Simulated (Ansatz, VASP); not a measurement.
# BAs in two plane-wave programs, part 2 of 2

Aim: how closely do two programs agree when they are given the same cell, functional and k mesh?  Valence electrons are named where the data sets of a main pair hold unlike numbers.

VASP 6.6.1 and Ansatz 0.2.0.

So far: The structure; VASP: band structure, HSE06; Ansatz: band structure, HSE06.

## Step 4: Comparison

Known differences besides the potentials themselves: exact exchange at q = 0 is treated differently, which shows on coarse meshes; VASP keeps PBE cores, Ansatz makes them for the functional; the data sets hold 18 valence electrons in Ansatz (on its default PAW (the set named soft_2) files) and 8 in VASP; VASP takes a coarser grid for exact exchange (PRECFOCK = Fast). Total energies have different zeros and are not compared.

Both answers:

```csv
quantity,Ansatz,VASP,difference
gap over the path points (eV),1.857,1.865,-0.008
```

Levels at points of the path, from each program's valence-band top (eV; 3 filled, then empty):

| k (reciprocal lattice) | Ansatz | VASP |
| --- | --- | --- |
| 0.000 0.000 0.000 | 0.00 0.00 0.00 4.14 4.14 4.14 | 0.00 0.00 0.00 4.14 4.14 4.14 |
| 0.400 0.000 0.400 | -8.10 -4.22 -4.22 1.86 3.01 11.93 | -8.09 -4.21 -4.21 1.86 3.01 11.88 |
| 0.500 0.000 0.500 | -9.49 -4.47 -4.47 2.10 2.17 13.03 | -9.48 -4.46 -4.46 2.11 2.18 12.97 |
| 0.500 0.200 0.700 | -9.05 -5.84 -5.56 5.43 5.87 9.05 | -9.04 -5.83 -5.55 5.42 5.86 9.02 |
| 0.400 0.350 0.750 | -9.06 -6.47 -3.99 3.04 6.60 10.28 | -9.05 -6.45 -3.98 3.05 6.60 10.24 |
| 0.150 0.150 0.300 | -4.41 -3.09 -0.77 4.96 5.30 6.08 | -4.41 -3.09 -0.77 4.96 5.29 6.07 |
| 0.200 0.200 0.200 | -4.08 -0.94 -0.94 4.13 5.34 5.34 | -4.08 -0.94 -0.94 4.14 5.33 5.33 |
| 0.550 0.400 0.550 | -9.43 -3.90 -2.56 4.11 6.29 6.97 | -9.41 -3.89 -2.56 4.11 6.28 6.95 |
| 0.600 0.250 0.650 | -9.06 -6.47 -3.99 3.04 6.60 10.28 | -9.05 -6.45 -3.98 3.05 6.60 10.24 |
| 0.500 0.250 0.750 | -8.99 -5.98 -5.66 6.21 7.19 7.72 | -8.98 -5.96 -5.65 6.20 7.19 7.71 |

Among the levels compared at these points, filled levels agree within 14 meV and empty ones within 56 meV.

## Step 5: VASP: band structure, r2SCANh with an exact-exchange share of 0.1

Levels along a path test the potential and the projectors away from the mesh points.

The run reads the wave functions of an earlier VASP run, which isn't shown here.

File INCAR:

```
SYSTEM = BAs
PREC = Accurate
ENCUT = 420
EDIFF = 1E-06
NELM = 100
ISMEAR = 0
SIGMA = 0.02
LREAL = .FALSE.
ALGO = Normal
LHFCALC = .TRUE.
AEXX = 0.1
METAGGA = R2SCAN
LASPH = .TRUE.
NBANDS = 10
PRECFOCK = Fast
HFRCUT = -1
LORBIT = 11
LWAVE = .FALSE.
LCHARG = .FALSE.
KPAR = 4
```

File POSCAR:

```
BAs
1.0
    0.0000000000      2.3885000000      2.3885000000
    2.3885000000      0.0000000000      2.3885000000
    2.3885000000      2.3885000000      0.0000000000
B As
1 1
Direct
    0.0000000000      0.0000000000      0.0000000000
    0.2500000000      0.2500000000      0.2500000000
```

File KPOINTS:

```
Automatic mesh
0
Gamma
5 5 5
0 0 0
```

File KPOINTS_OPT:

```
Line mode
6
Line-mode
Reciprocal
  0.00000000   0.00000000   0.00000000 GAMMA
  0.50000000   0.00000000   0.50000000 X

  0.50000000   0.00000000   0.50000000 X
  0.50000000   0.25000000   0.75000000 W

  0.50000000   0.25000000   0.75000000 W
  0.37500000   0.37500000   0.75000000 K

  0.37500000   0.37500000   0.75000000 K
  0.00000000   0.00000000   0.00000000 GAMMA

  0.00000000   0.00000000   0.00000000 GAMMA
  0.50000000   0.50000000   0.50000000 L

  0.50000000   0.50000000   0.50000000 L
  0.62500000   0.25000000   0.62500000 U

  0.62500000   0.25000000   0.62500000 U
  0.50000000   0.25000000   0.75000000 W

  0.50000000   0.25000000   0.75000000 W
  0.50000000   0.50000000   0.50000000 L

  0.50000000   0.50000000   0.50000000 L
  0.37500000   0.37500000   0.75000000 K

  0.62500000   0.25000000   0.62500000 U
  0.50000000   0.00000000   0.50000000 X
```

The projector-augmented-wave data sets are B and As (PBE family, release 64).

Command:

```console
$ mpirun -np 4 vasp_std
```

Numbers of over 12 decimals in the logs are rounded to 6 here.

Log:

```text
[banner, memory and clock lines left out]
running    4 mpi-ranks, on    1 nodes
[...]
|                                                                             |
|               ----> ADVICE to this user running VASP <----                  |
|                                                                             |
|     You enforced a specific xc type in the INCAR file but a different       |
|     [... a line on the potential file left out ...]
|     I HOPE YOU KNOW WHAT YOU ARE DOING!                                     |
|                                                                             |

 LDA part: xc-table for (None), standard interpolation
 found WAVECAR, reading the header
 POSCAR, INCAR and KPOINTS ok, starting setup
[...]
HFRCUT set to (new)   9.334170
 reading WAVECAR
 the WAVECAR file was read successfully
 initial charge from wavefunction
 entering main loop
       N       E                     dE             d eps       ncg     rms          rms(c)
[...]
DAV:   6    -0.222517975003E+02    0.83014E-05   -0.16976E-06   214   0.131E-02    0.118E-01
DAV:   7    -0.222517942876E+02    0.32127E-05   -0.72875E-07   130   0.835E-03    0.681E-02
DAV:   8    -0.222517930578E+02    0.12298E-05   -0.27897E-07   114   0.550E-03    0.394E-02
DAV:   9    -0.222517925803E+02    0.47744E-06   -0.88529E-08   112   0.316E-03
   1 F= -.22251793E+02 E0= -.22251793E+02  d E =-.204091E-16
 Start KPOINTS_OPT (optional k-point list driver)
k-point batch [1-10\60]
       N       E                     dE             ncg
DAV:   1     0.156933865658E+03   -0.22045E+04      200
DAV:   2    -0.731279388154E+02   -0.23006E+03      302
DAV:   3    -0.812167415001E+02   -0.80888E+01      246
DAV:   4    -0.812563326702E+02   -0.39591E-01      258
DAV:   5    -0.812564762558E+02   -0.14359E-03      254
DAV:   6    -0.812564764152E+02   -0.15938E-06      254
[...]
k-point batch [51-60\60]
       N       E                     dE             ncg
DAV:   1     0.525952954579E+02   -0.31537E+04      200
DAV:   2    -0.146941403205E+03   -0.19954E+03      262
DAV:   3    -0.153701233592E+03   -0.67598E+01      254
DAV:   4    -0.153739710717E+03   -0.38477E-01      270
DAV:   5    -0.153739784070E+03   -0.73354E-04      246
DAV:   6    -0.153739784149E+03   -0.78801E-07      270
```

OUTCAR, selected parts (step 5):

```text
 POSITION                                       TOTAL-FORCE (eV/Angst)
 -----------------------------------------------------------------------------------
      0.00000      0.00000      0.00000        -0.000000     -0.000000     -0.000000
      1.19425      1.19425      1.19425         0.000000      0.000000      0.000000
 -----------------------------------------------------------------------------------
    total drift:                                0.000000     -0.000000      0.000001

  FREE ENERGIE OF THE ION-ELECTRON SYSTEM (eV)
  ---------------------------------------------------
  free  energy   TOTEN  =       -22.2517925803 eV

  energy  without entropy=      -22.2517925803  energy(sigma->0) =      -22.25179258

[... 2 parts as in an earlier step ...]

[... 1 further part left out ...]
[key lines of the parts left out:]
E-fermi :   5.8706
```

The k-mesh is coarse for unscreened exact exchange, which converges slowly with it.

## Step 6: Ansatz: band structure, r2SCANh with an exact-exchange share of 0.1

The same cell, functional, mesh and smearing now go to Ansatz, which takes its cutoff from its data sets.

File input.yaml:

```yaml
crystal:
  lattice:
    - [0.0, 2.3885, 2.3885]
    - [2.3885, 0.0, 2.3885]
    - [2.3885, 2.3885, 0.0]
  atoms:
    - { symbol: B, position: [0.0, 0.0, 0.0] }
    - { symbol: As, position: [0.25, 0.25, 0.25] }
hamiltonian:
  xc: r2scanh
  pseudopotentials: { kind: paw }
kpoints:
  mp_grid: { grid: [5, 5, 5] }
  band_path:
    path:
      - [0.0, 0.0, 0.0]
      - [0.4, 0.0, 0.4]
      - [0.5, 0.0, 0.5]
      - [0.5, 0.2, 0.7]
      - [0.4, 0.35, 0.75]
      - [0.15, 0.15, 0.3]
      - [0.2, 0.2, 0.2]
      - [0.55, 0.4, 0.55]
      - [0.6, 0.25, 0.65]
      - [0.5, 0.25, 0.75]
      - [0.5, 0.5, 0.5]
      - [0.375, 0.375, 0.75]
      - [0.5, 0.0, 0.5]
    npoints: 1
scf:
  occupations: { method: gaussian, width: 0.02 }
  n_extra_bands: 7
output:
  forces: true
  stress: true
  eigenvalues: true
```

Command:

```console
$ ansatz run input.yaml --threads 4 --pin off --max-ram 9216MiB --backend cpu --events-out ev --progress --plain --runs-dir out
```

Log:

```text
[...]
Crystal: 2 atoms, lattice volume = 27.252 Å³
Basis set: ecut = 500 eV, 701 PW (Γ), exchange–correlation on 100×100×100 points (64 copies of the dense FFT grid, shifted against one another)
Bands: 16, of which v1, the nominal top of the filled ones, is band 9 counted from 1 (8 counted from 0)
Symmetry: 24 space group operations
[...]
k-points: 10 of 125 (time reversal used)
[...]
--- Band table (eV; the first three rows and the last of 10) ---
  k-point 0: bands = [... 5 lower, -5.9340, 10.7876, 10.7876, 10.7876, 14.7859, 14.7859, 14.7859, 16.5675, ... 3 higher]
  k-point 1: bands = [... 5 lower, -5.2297, 6.6983, 9.8281, 9.8281, 14.8521, 16.0126, 16.0126, 19.2161, ... 3 higher]
  k-point 2: bands = [... 5 lower, -3.3893, 2.1403, 8.9015, 8.9015, 14.3823, 16.4819, 16.4819, 21.0140, ... 3 higher]
  k-point 9: bands = [... 5 lower, -1.8615, 2.3837, 4.8611, 6.2731, 16.1596, 17.1102, 17.9043, 21.8374, ... 3 higher]
[key lines of the parts left out:]
Free energy (F): -5020.958699 eV
Fermi energy:    11.716431 eV
P = ⅓ Tr σ = -0.1373 GPa (-1.373 kbar)
```

Elapsed: 17 s, on 4 threads of Intel Xeon Platinum 8488C (Sapphire Rapids), shared host; peak memory 0.82 GiB; 56 s of CPU time.

## Step 7: Comparison

What differs besides the data sets and the points named for the pairs above, as far as they apply: the data sets hold 18 valence electrons in Ansatz (on its default PAW (the set named soft_2) files) and 8 in VASP; the cutoff is 500 eV in Ansatz and 420 eV in VASP. Total energies have different zeros and are not compared.

The two programs side by side:

```csv
quantity,Ansatz,VASP,difference
gap over the path points (eV),1.858,1.867,-0.010
```

Levels at points of the path, from each program's valence-band top (eV; 3 filled, then empty):

| k (reciprocal lattice) | Ansatz | VASP |
| --- | --- | --- |
| 0.000 0.000 0.000 | 0.00 0.00 0.00 4.00 4.00 4.00 | 0.00 0.00 0.00 4.00 4.00 4.00 |
| 0.400 0.000 0.400 | -8.04 -4.22 -4.22 1.86 3.02 11.89 | -8.03 -4.21 -4.21 1.87 3.04 11.85 |
| 0.500 0.000 0.500 | -9.41 -4.46 -4.46 2.10 2.19 12.99 | -9.40 -4.45 -4.45 2.12 2.20 12.95 |
| 0.500 0.200 0.700 | -8.99 -5.80 -5.54 5.46 5.86 8.97 | -8.98 -5.79 -5.52 5.45 5.86 8.96 |
| 0.400 0.350 0.750 | -8.99 -6.41 -3.99 3.04 6.61 10.21 | -8.98 -6.40 -3.98 3.05 6.61 10.19 |
| 0.150 0.150 0.300 | -4.42 -3.11 -0.78 4.89 5.15 6.04 | -4.41 -3.10 -0.77 4.89 5.15 6.04 |
| 0.200 0.200 0.200 | -4.09 -0.96 -0.96 4.07 5.22 5.22 | -4.08 -0.95 -0.95 4.08 5.22 5.22 |
| 0.550 0.400 0.550 | -9.32 -3.90 -2.58 4.08 6.25 6.89 | -9.31 -3.89 -2.57 4.09 6.25 6.88 |
| 0.600 0.250 0.650 | -8.99 -6.41 -3.99 3.04 6.61 10.21 | -8.98 -6.40 -3.98 3.05 6.61 10.19 |
| 0.500 0.250 0.750 | -8.93 -5.94 -5.63 6.28 7.14 7.77 | -8.92 -5.93 -5.62 6.27 7.14 7.76 |

Among the levels compared at these points, filled levels agree within 16 meV and empty ones within 41 meV.

## Step 8: What came out

```
largest difference of a filled level at the path points (band structure, HSE06)                                       : 14 meV
largest difference of a filled level at the path points (band structure, r2SCANh with an exact-exchange share of 0.1) : 16 meV
```

What this shows: The largest difference of a filled level at the path points is 16 meV (band structure, r2SCANh with an exact-exchange share of 0.1), within the 80 meV picked in this series as the mark of a large difference. The data sets hold unlike numbers of valence electrons (18 in Ansatz and 8 in VASP), so part of the differences comes from the potentials. How closely two codes agree says nothing of how well the functional describes the real material.

[Lines on the potential files, build, host, timing and source positions are cut from VASP's logs without a mark.]

[Logs are printed without paths, hosts, clocks, repeated set-up lines and the standing remarks that a program may print on its own settings, such as how far it seeks lower states.]

[Hosts, paths, dates, database ids (printed as entryN), source tags and the programs' standing remarks are cut or masked in the printed files.]
